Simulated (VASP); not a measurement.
Write the native input for VASP 6.6.1 that does the following.

```yaml
Task: relaxation of cell and atoms
Functional: PBE
Potentials_or_basis: VASP PAW PBE potentials, release 64 (K_sv, Ta_pv, H)
Cutoff: 600 eV
k_mesh: 8 × 8 × 8
Occupations: gaussian, width 0.1 eV
Spin: no spin polarisation
Dipole_correction: no
Further_INCAR_settings: ALGO = Fast; EDIFF = 1e-06; IBRION = 2; EDIFFG = -0.01; NSW = 100; ISIF = 3
```

The structure of K3TaH6 lies in POSCAR:

```
K3TaH6
1.0
    0.0000000000      4.4330944317      4.4330944317
    4.4330944317      0.0000000000      4.4330944317
    4.4330944317      4.4330944317      0.0000000000
K Ta H
3 1 6
Direct
    0.7500000000      0.7500000000      0.7500000000
    0.2500000000      0.2500000000      0.2500000000
    0.5000000000      0.5000000000      0.5000000000
    0.0000000000      0.0000000000      0.0000000000
    0.7855008969      0.2144991031      0.2144991031
    0.2144991031      0.2144991031      0.7855008969
    0.2144991031      0.7855008969      0.7855008969
    0.2144991031      0.7855008969      0.2144991031
    0.7855008969      0.2144991031      0.7855008969
    0.7855008969      0.7855008969      0.2144991031
```

The cell was built by a generator and needn't be a form met in nature.

The cell isn't the ideal one: species swapped into the Rb3BiF6 type (Fm-3m, No. 225).

These files were run (other wordings do the same):

INCAR

```
ALGO = Fast
EDIFF = 1E-6
EDIFFG = -0.01
ENCUT = 600
GGA = PE
IBRION = 2
ISIF = 3
ISMEAR = 0
LASPH = T
LCHARG = F
LREAL = F
LWAVE = F
NELM = 100
NSW = 100
PREC = Accurate
SIGMA = 0.1
```

KPOINTS

```
k-points
0
Gamma
  8 8 8
```

Potentials or basis: VASP PAW PBE potentials, release 64 (K_sv, Ta_pv, H).

Command:

```sh
$ cat potpaw_PBE.64/K_sv/POTCAR potpaw_PBE.64/Ta_pv/POTCAR potpaw_PBE.64/H/POTCAR > POTCAR
$ mpirun -np 1 vasp_std > vasp.out
```

It gave:

The relaxed volume is 17.43 Å³/atom, the relaxed cell is a = 6.270 Å, b = 6.270 Å, c = 6.270 Å, α = 60.00°, β = 60.00°, γ = 60.00° and the space group after relaxing (to 0.05 Å) is Fm-3m (No. 225). The energy gained by relaxing is 0.0 meV/atom and the ionic steps are 3. The pressure after relaxing is 0.1 GPa and the band gap on the k mesh is none (metal or under the smearing width).

It took 8.4 min on 1 thread of Intel(R) Xeon(R) Platinum 8559C (Emerald Rapids), with other jobs on the host, peak memory 0.47 GiB.
